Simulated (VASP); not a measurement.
Method: PBE GGA with D3 dispersion (Becke-Johnson damping), VASP's PBE PAW potentials (set 64) (plane waves; VASP 6.6.1).

VASP input:

File POSCAR:
```
Hf
1
    1.5839635984    -2.7435053925     0.0000000000
    1.5839635984     2.7435053925     0.0000000000
   -0.0000000000    -0.0000000000     5.0113489273
Hf
2
Direct
  0.3333330000   0.6666670000   0.2500000000
  0.6666670000   0.3333330000   0.7500000000
```

INCAR:
```
SYSTEM = Hf
PREC = Accurate
ENCUT = 520
EDIFF = 1E-6
NELM = 100
ALGO = Normal
LREAL = .FALSE.
LASPH = .TRUE.
ISMEAR = 1
SIGMA = 0.1
GGA = PE
IVDW = 12
LMAXMIX = 6
LWAVE = .FALSE.
LCHARG = .FALSE.
IBRION = 2
ISIF = 3
NSW = 60
EDIFFG = -0.01
```

File KPOINTS:
```
kpoints
0
gamma
 12 12 7
0 0 0
```

POTCAR, in this order: Hf_pv (PBE.64 set). Program: vasp_std.

Output

**OUTCAR**
```
 ion  position               nearest neighbor table
   1  0.333  0.667  0.250-   2 3.10   2 3.10   2 3.10   2 3.10   2 3.10   2 3.10
   2  0.667  0.333  0.750-   1 3.10   1 3.10   1 3.10   1 3.10   1 3.10   1 3.10
  LATTYP: Found a hexagonal cell.
 ALAT       =     3.1679271645
 C/A-ratio  =     1.5819015612
 Subroutine PRICEL returns:
 Original cell was already a primitive cell.
 Subroutine GETGRP returns: Found 24 space group operations
The static configuration has the point symmetry D_3d.
 The point group associated with its full space group is D_6h.
The dynamic configuration has the point symmetry D_3d.
 Subroutine INISYM returns: Found 24 space group operations
 Subroutine IBZKPT returns following result:
 Found     76 irreducible k-points:

 Following reciprocal coordinates:
            Coordinates               Weight
  0.000000  0.000000  0.000000      1.000000
  0.083333 -0.000000  0.000000      6.000000
  0.166667 -0.000000  0.000000      6.000000
  0.250000 -0.000000  0.000000      6.000000
  0.333333 -0.000000  0.000000      6.000000
  0.416667  0.000000  0.000000      6.000000
  0.500000 -0.000000  0.000000      3.000000
  0.083333  0.083333  0.000000      6.000000
  0.166667  0.083333  0.000000     12.000000
  0.250000  0.083333  0.000000     12.000000
  0.333333  0.083333  0.000000     12.000000
  0.416667  0.083333  0.000000     12.000000
  0.166667  0.166667  0.000000      6.000000
  0.250000  0.166667  0.000000     12.000000
  0.333333  0.166667  0.000000     12.000000
  0.416667  0.166667  0.000000      6.000000
  0.250000  0.250000  0.000000      6.000000
  0.333333  0.250000  0.000000     12.000000
  0.333333  0.333333  0.000000      2.000000
  0.000000  0.000000  0.142857      2.000000
  0.083333 -0.000000  0.142857     12.000000
  0.166667 -0.000000  0.142857     12.000000
  0.250000 -0.000000  0.142857     12.000000
  0.333333 -0.000000  0.142857     12.000000
  0.416667  0.000000  0.142857     12.000000
  0.500000 -0.000000  0.142857      6.000000
  0.083333  0.083333  0.142857     12.000000
  0.166667  0.083333  0.142857     24.000000
  0.250000  0.083333  0.142857     24.000000
  0.333333  0.083333  0.142857     24.000000
  0.416667  0.083333  0.142857     24.000000
  0.166667  0.166667  0.142857     12.000000
  0.250000  0.166667  0.142857     24.000000
  0.333333  0.166667  0.142857     24.000000
  0.416667  0.166667  0.142857     12.000000
  0.250000  0.250000  0.142857     12.000000
  0.333333  0.250000  0.142857     24.000000
  0.333333  0.333333  0.142857      4.000000
  0.000000  0.000000  0.285714      2.000000
  0.083333 -0.000000  0.285714     12.000000
   k-points           NKPTS =     76   k-points in BZ     NKDIM =     76   number of bands    NBANDS=     14
   number of dos      NEDOS =    301   number of ions     NIONS =      2
   total plane-waves  NPLWV =  23040
   dimension x,y,z NGX =    24 NGY =   24 NGZ =   40
   dimension x,y,z NGXF=    48 NGYF=   48 NGZF=   80
   ions per type =               2
   PREC   = accura    normal or accurate (medium, high low for compatibility)
   ISTART =      0    job   : 0-new  1-cont  2-samecut
   ICHARG =      2    charge: 1-file 2-atom 10-const
   ISPIN  =      1    spin polarized calculation?
   LNONCOLLINEAR =      F non collinear calculations
   LSORBIT =      F    spin-orbit coupling
   INIWAV =      1    electr: 0-lowe 1-rand  2-diag
   ENCUT  =  520.0 eV  38.22 Ry    6.18 a.u.   5.89  5.89  9.32*2*pi/ulx,y,z
   NELM   =    100;   NELMIN=  2; NELMDL= -5     # of ELM steps
   EDIFF  = 0.1E-05   stopping-criterion for ELM
   LREAL  =      F    real-space projection
...
```

**OSZICAR**
```
       N       E                     dE             d eps       ncg     rms          rms(c)
DAV:   1     0.479746942174E+02    0.47975E+02   -0.11775E+04  2128   0.136E+03
DAV:   2    -0.184215211769E+02   -0.66396E+02   -0.65291E+02  2662   0.275E+02
DAV:   3    -0.205014818213E+02   -0.20800E+01   -0.20396E+01  2812   0.313E+01
DAV:   4    -0.205203313032E+02   -0.18849E-01   -0.18738E-01  2500   0.371E+00
DAV:   5    -0.205205952174E+02   -0.26391E-03   -0.26389E-03  2882   0.364E-01    0.667E+01
DAV:   6    -0.200207679455E+02    0.49983E+00   -0.47168E-01  2290   0.537E+00    0.395E+01
DAV:   7    -0.198437756914E+02    0.17699E+00   -0.79461E-01  2284   0.668E+00    0.203E+00
DAV:   8    -0.198348289232E+02    0.89468E-02   -0.50637E-02  2398   0.174E+00    0.149E-01
DAV:   9    -0.198349408574E+02   -0.11193E-03   -0.11039E-03  2956   0.265E-01    0.202E-01
DAV:  10    -0.198349293259E+02    0.11532E-04   -0.63954E-05  2418   0.650E-02    0.307E-01
DAV:  11    -0.198349307341E+02   -0.14083E-05   -0.86799E-06  2680   0.246E-02    0.208E-02
DAV:  12    -0.198349310853E+02   -0.35122E-06   -0.69611E-07  1646   0.701E-03
   1 F= -.20761068E+02 E0= -.20760954E+02  d E =-.207611E+02
```

### OUTCAR
```
------------------------ aborting loop because EDIFF is reached ----------------------------------------
 Edisp (eV)   -0.92614
  FORCE on cell =-STRESS in cart. coord.  units (eV):
  Direction    XX          YY          ZZ          XY          YZ          ZX
  --------------------------------------------------------------------------------------
  Total       0.00246     0.00246    -0.01395    -0.00000    -0.00000    -0.00000
  in kB       0.09057     0.09057    -0.51322    -0.00000    -0.00000    -0.00000
  external pressure =       -0.11 kB  Pullay stress =        0.00 kB
  volume of cell :       43.55
      direct lattice vectors                 reciprocal lattice vectors
     1.583963598 -2.743505392  0.000000000     0.315663820 -0.182248594  0.000000000
     1.583963598  2.743505392  0.000000000     0.315663820  0.182248594  0.000000000
     0.000000000  0.000000000  5.011348927     0.000000000  0.000000000  0.199547071
 POSITION                                       TOTAL-FORCE (eV/Angst)
 -----------------------------------------------------------------------------------
      1.58396      0.91450      1.25284         0.000000      0.000000      0.000000
      1.58396     -0.91450      3.75851        -0.000000     -0.000000      0.000000
 -----------------------------------------------------------------------------------
    total drift:                                0.000000      0.000179     -0.000015
  FREE ENERGIE OF THE ION-ELECTRON SYSTEM (eV)
  ---------------------------------------------------
  free  energy   TOTEN  =       -20.7610678730 eV

  energy  without entropy=      -20.7607276737  energy(sigma->0) =      -20.76095447

 reached required accuracy - stopping structural energy minimisation
```
(Selected blocks of OUTCAR.)

### OUTCAR
```
 val. band max:        5.1071777515   @ k =   0.0000   0.0000   0.4286

 cond. band min:       5.1150914457   @ k =   0.3333   0.3333   0.2857


 Fermi energy:         5.1135481150

 k-point     1 :       0.0000    0.0000    0.0000
  band No.  band energies     occupation
      1     -25.9504      2.00000
      2     -25.1401      2.00000
      3     -25.1401      2.00000
      4     -25.0018      2.00000
      5     -25.0010      2.00000
      6     -25.0010      2.00000
      7      -2.3655      2.00000
      8       1.3143      2.00000
      9       5.8476     -0.00000
     10       6.2925     -0.00000
     11       6.2925     -0.00000
     12       6.5845     -0.00000
     13       7.1448      0.00000
     14       7.1448      0.00000

 k-point     2 :       0.0833   -0.0000    0.0000
  band No.  band energies     occupation
      1     -25.9308      2.00000
      2     -25.1821      2.00000
      3     -25.1541      2.00000
      4     -25.0454      2.00000
      5     -25.0108      2.00000
      6     -25.0065      2.00000
      7      -2.1489      2.00000
      8       1.5271      2.00000
      9       5.5515     -0.00000
     10       5.7764     -0.00000
     11       6.4969     -0.00000
     12       6.8807     -0.00000
     13       7.0081     -0.00000
     14       7.3389      0.00000

 k-point     3 :       0.1667   -0.0000    0.0000
  band No.  band energies     occupation
      1     -25.8745      2.00000
      2     -25.2969      2.00000
      3     -25.1913      2.00000
      4     -25.1633      2.00000
      5     -25.0380      2.00000
      6     -25.0228      2.00000
      7      -1.5321      2.00000
      8       2.0919      2.00000
      9       4.8417      2.00083
     10       5.0600      1.77813
     11       6.3586     -0.00000
     12       7.0564     -0.00000
     13       7.0991     -0.00000
     14       7.1383      0.00000

 k-point     4 :       0.2500   -0.0000    0.0000
  band No.  band energies     occupation
...
```

Unless said otherwise, spin-orbit coupling is left out, though it shifts the bands of the heavy elements here.

The compound is Hf in the hcp structure. It was relaxed first. The start is the result of an earlier pass.
